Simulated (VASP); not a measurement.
All values below come from PBE GGA, VASP's PBE PAW potentials (set 64) (plane waves; VASP).

The input files of a VASP run:

**KPOINTS**
```
Automatic
0
G
  1 1 1
0 0 0
```

**POSCAR**
```
Sn24O48
1
    9.6493475547     0.0000000000     0.0000000000
    0.0000000000     9.6493475547     0.0000000000
    0.0000000000     0.0000000000     9.7159166280
Sn O
24 48
Direct
  1.0000000000   0.0000000000   0.0000000000
  0.2500000000   0.2500000000   0.1666670000
  1.0000000000   1.0000000000   0.3333330000
  0.2500000000   0.2500000000   0.5000000000
  1.0000000000   1.0000000000   0.6666670000
  0.2500000000   0.2500000000   0.8333330000
  1.0000000000   0.5000000000   0.0000000000
  0.2500000000   0.7500000000   0.1666670000
  1.0000000000   0.5000000000   0.3333330000
  0.2500000000   0.7500000000   0.5000000000
  1.0000000000   0.5000000000   0.6666670000
  0.2500000000   0.7500000000   0.8333330000
  0.5000000000   0.0000000000   0.0000000000
  0.7500000000   0.2500000000   0.1666670000
  0.5000000000   0.0000000000   0.3333330000
  0.7500000000   0.2500000000   0.5000000000
  0.5000000000   1.0000000000   0.6666670000
  0.7500000000   0.2500000000   0.8333330000
  0.5000000000   0.5000000000   0.0000000000
  0.7500000000   0.7500000000   0.1666670000
  0.5000000000   0.5000000000   0.3333330000
  0.7500000000   0.7500000000   0.5000000000
  0.5000000000   0.5000000000   0.6666670000
  0.7500000000   0.7500000000   0.8333330000
  0.1532520539   0.1532520539   1.0000000000
  0.4032520539   0.0967479461   0.1666670000
  0.0967479461   0.4032520539   0.1666670000
  0.3467479461   0.3467479461   1.0000000000
  0.1532520539   0.1532520539   0.3333330000
  0.4032520539   0.0967479461   0.5000000000
  0.0967479461   0.4032520539   0.5000000000
  0.3467479461   0.3467479461   0.3333330000
  0.1532520539   0.1532520539   0.6666670000
  0.4032520539   0.0967479461   0.8333330000
  0.0967479461   0.4032520539   0.8333330000
  0.3467479461   0.3467479461   0.6666670000
  0.1532520539   0.6532520539   1.0000000000
  0.4032520539   0.5967479461   0.1666670000
  0.0967479461   0.9032520539   0.1666670000
  0.3467479461   0.8467479461   1.0000000000
  0.1532520539   0.6532520539   0.3333330000
  0.4032520539   0.5967479461   0.5000000000
  0.0967479461   0.9032520539   0.5000000000
  0.3467479461   0.8467479461   0.3333330000
  0.1532520539   0.6532520539   0.6666670000
  0.4032520539   0.5967479461   0.8333330000
  0.0967479461   0.9032520539   0.8333330000
  0.3467479461   0.8467479461   0.6666670000
  0.6532520539   0.1532520539   1.0000000000
  0.9032520539   0.0967479461   0.1666670000
  0.5967479461   0.4032520539   0.1666670000
  0.8467479461   0.3467479461   0.0000000000
  0.6532520539   0.1532520539   0.3333330000
  0.9032520539   0.0967479461   0.5000000000
  0.5967479461   0.4032520539   0.5000000000
  0.8467479461   0.3467479461   0.3333330000
  0.6532520539   0.1532520539   0.6666670000
  0.9032520539   0.0967479461   0.8333330000
  0.5967479461   0.4032520539   0.8333330000
  0.8467479461   0.3467479461   0.6666670000
  0.6532520539   0.6532520539   0.0000000000
  0.9032520539   0.5967479461   0.1666670000
  0.5967479461   0.9032520539   0.1666670000
  0.8467479461   0.8467479461   0.0000000000
  0.6532520539   0.6532520539   0.3333330000
  0.9032520539   0.5967479461   0.5000000000
  0.5967479461   0.9032520539   0.5000000000
  0.8467479461   0.8467479461   0.3333330000
  0.6532520539   0.6532520539   0.6666670000
  0.9032520539   0.5967479461   0.8333330000
  0.5967479461   0.9032520539   0.8333330000
  0.8467479461   0.8467479461   0.6666670000
```

INCAR:
```
SYSTEM  =  Sn24O48
PREC  =  Normal; ENCUT  =  400; LREAL  =  Auto
LASPH  =  .TRUE.
EDIFF  =  1E-6; NELM  =  100; NELMIN  =  4
ALGO  =  Fast; LMAXMIX  =  4
ISMEAR  =  0; SIGMA  =  0.05
GGA  =  PE
LWAVE  =  .FALSE.; LCHARG  =  .FALSE.; LORBIT  =  11
LVHAR  =  .TRUE.
```

POTCAR, in this order: Sn O (PBE.64 set). Program: vasp_gam. Read from the step before: WAVECAR.

The resulting files:

**OSZICAR**
```
       N       E                     dE             d eps       ncg     rms          rms(c)
DAV:   1    -0.450357129781E+03   -0.45036E+03   -0.83835E-06   548   0.528E-03    0.363E-03
RMM:   2    -0.450357129863E+03   -0.81738E-07   -0.17642E-06   282   0.251E-03    0.388E-04
RMM:   3    -0.450357129955E+03   -0.91641E-07   -0.31553E-07   293   0.101E-03    0.397E-04
RMM:   4    -0.450357129905E+03    0.50124E-07   -0.15090E-08   142   0.374E-04
   1 F= -.45035713E+03 E0= -.45035713E+03  d E =-.125234E-16
```

OUTCAR:
```
------------------------ aborting loop because EDIFF is reached ----------------------------------------
  FORCE on cell =-STRESS in cart. coord.  units (eV):
  Direction    XX          YY          ZZ          XY          YZ          ZX
  --------------------------------------------------------------------------------------
  Total      -31.0964683    -31.0964683    -27.5826731      0.0000000      0.0000000      0.0000000
  in kB      -55.0734106    -55.0734106    -48.8503023      0.0000000      0.0000000      0.0000000
  external PRESSURE =     -52.9990412 kB  Pullay stress =       0.0000000 kB
  volume of cell :      904.65
      direct lattice vectors                 reciprocal lattice vectors
     9.649347555  0.000000000  0.000000000     0.103633950  0.000000000  0.000000000
     0.000000000  9.649347555  0.000000000     0.000000000  0.103633950  0.000000000
     0.000000000  0.000000000  9.715916628     0.000000000  0.000000000  0.102923897
 POSITION                                       TOTAL-FORCE (eV/Angst)
 -----------------------------------------------------------------------------------
      0.00000      0.00000      0.00000         0.000000      0.000000      0.000000
      2.41234      2.41234      1.61932         0.000000      0.000000      0.000000
      0.00000      0.00000      3.23864         0.000000      0.000000     -0.000000
      2.41234      2.41234      4.85796         0.000000      0.000000     -0.000000
      0.00000      0.00000      6.47728         0.000000      0.000000      0.000000
      2.41234      2.41234      8.09659         0.000000      0.000000     -0.000000
      0.00000      4.82467      0.00000         0.000000      0.000000     -0.000000
      2.41234      7.23701      1.61932         0.000000      0.000000      0.000000
      0.00000      4.82467      3.23864         0.000000      0.000000     -0.000000
      2.41234      7.23701      4.85796         0.000000      0.000000      0.000000
      0.00000      4.82467      6.47728         0.000000      0.000000     -0.000000
      2.41234      7.23701      8.09659         0.000000      0.000000     -0.000000
      4.82467      0.00000      0.00000         0.000000      0.000000      0.000000
      7.23701      2.41234      1.61932         0.000000      0.000000      0.000000
      4.82467      0.00000      3.23864         0.000000      0.000000     -0.000000
      7.23701      2.41234      4.85796         0.000000      0.000000     -0.000000
      4.82467      0.00000      6.47728         0.000000      0.000000      0.000000
      7.23701      2.41234      8.09659         0.000000      0.000000     -0.000000
      4.82467      4.82467      0.00000         0.000000      0.000000     -0.000000
      7.23701      7.23701      1.61932         0.000000      0.000000      0.000000
      4.82467      4.82467      3.23864         0.000000      0.000000     -0.000000
      7.23701      7.23701      4.85796         0.000000      0.000000     -0.000000
      4.82467      4.82467      6.47728         0.000000      0.000000      0.000000
      7.23701      7.23701      8.09659         0.000000      0.000000     -0.000000
      1.47878      1.47878      0.00000         0.001624      0.001624      0.000000
      3.89112      0.93355      1.61932         0.001624     -0.001624      0.000000
      0.93355      3.89112      1.61932        -0.001624      0.001624      0.000000
      3.34589      3.34589      0.00000        -0.001624     -0.001624     -0.000000
      1.47878      1.47878      3.23864         0.001624      0.001624     -0.000000
      3.89112      0.93355      4.85796         0.001624     -0.001624     -0.000000
      0.93355      3.89112      4.85796        -0.001624      0.001624     -0.000000
      3.34589      3.34589      3.23864        -0.001624     -0.001624     -0.000000
      1.47878      1.47878      6.47728         0.001624      0.001624      0.000000
      3.89112      0.93355      8.09659         0.001624     -0.001624      0.000000
      0.93355      3.89112      8.09659        -0.001624      0.001624     -0.000000
      3.34589      3.34589      6.47728        -0.001624     -0.001624      0.000000
      1.47878      6.30346      0.00000         0.001624      0.001624     -0.000000
      3.89112      5.75823      1.61932         0.001624     -0.001624     -0.000000
      0.93355      8.71579      1.61932        -0.001624      0.001624     -0.000000
      3.34589      8.17057      0.00000        -0.001624     -0.001624     -0.000000
      1.47878      6.30346      3.23864         0.001624      0.001624      0.000000
      3.89112      5.75823      4.85796         0.001624     -0.001624     -0.000000
      0.93355      8.71579      4.85796        -0.001624      0.001624      0.000000
      3.34589      8.17057      3.23864        -0.001624     -0.001624     -0.000000
      1.47878      6.30346      6.47728         0.001624      0.001624      0.000000
      3.89112      5.75823      8.09659         0.001624     -0.001624      0.000000
      0.93355      8.71579      8.09659        -0.001624      0.001624     -0.000000
      3.34589      8.17057      6.47728        -0.001624     -0.001624     -0.000000
      6.30346      1.47878      0.00000         0.001624      0.001624     -0.000000
      8.71579      0.93355      1.61932         0.001624     -0.001624      0.000000
      5.75823      3.89112      1.61932        -0.001624      0.001624      0.000000
      8.17057      3.34589      0.00000        -0.001624     -0.001624     -0.000000
      6.30346      1.47878      3.23864         0.001624      0.001624     -0.000000
      8.71579      0.93355      4.85796         0.001624     -0.001624      0.000000
      5.75823      3.89112      4.85796        -0.001624      0.001624     -0.000000
      8.17057      3.34589      3.23864        -0.001624     -0.001624     -0.000000
      6.30346      1.47878      6.47728         0.001624      0.001624      0.000000
      8.71579      0.93355      8.09659         0.001624     -0.001624     -0.000000
      5.75823      3.89112      8.09659        -0.001624      0.001624      0.000000
      8.17057      3.34589      6.47728        -0.001624     -0.001624      0.000000
      6.30346      6.30346      0.00000         0.001624      0.001624      0.000000
      8.71579      5.75823      1.61932         0.001624     -0.001624      0.000000
      5.75823      8.71579      1.61932        -0.001624      0.001624     -0.000000
      8.17057      8.17057      0.00000        -0.001624     -0.001624      0.000000
      6.30346      6.30346      3.23864         0.001624      0.001624      0.000000
      8.71579      5.75823      4.85796         0.001624     -0.001624     -0.000000
      5.75823      8.71579      4.85796        -0.001624      0.001624     -0.000000
      8.17057      8.17057      3.23864        -0.001624     -0.001624     -0.000000
      6.30346      6.30346      6.47728         0.001624      0.001624     -0.000000
      8.71579      5.75823      8.09659         0.001624     -0.001624      0.000000
      5.75823      8.71579      8.09659        -0.001624      0.001624      0.000000
      8.17057      8.17057      6.47728        -0.001624     -0.001624      0.000000
 -----------------------------------------------------------------------------------
    total drift:                                0.000000     -0.000000      0.000000
  FREE ENERGIE OF THE ION-ELECTRON SYSTEM (eV)
  ---------------------------------------------------
  free  energy   TOTEN  =      -450.3571299046 eV

  energy  without entropy=     -450.3571299046  energy(sigma->0) =     -450.35712990

 total charge

# of ion       s       p       d       tot
------------------------------------------
    1        1.075   1.643   0.714   3.432
    2        1.075   1.643   0.714   3.432
    3        1.075   1.643   0.714   3.432
    4        1.075   1.643   0.714   3.432
    5        1.075   1.643   0.714   3.432
    6        1.075   1.643   0.714   3.432
    7        1.075   1.643   0.714   3.432
    8        1.075   1.643   0.714   3.432
    9        1.075   1.643   0.714   3.432
   10        1.075   1.643   0.714   3.432
   11        1.075   1.643   0.714   3.432
   12        1.075   1.643   0.714   3.432
...
```
(Selected blocks of OUTCAR.)

At this cut-off the stress carries a Pulay error, which pulls relaxed volumes low. The supercell is sampled at Γ alone, which is coarse: total energies, pressure and levels can be off, energies of defects by several tenths of an eV.

The cell is a supercell, built from SnO2 (rutile).
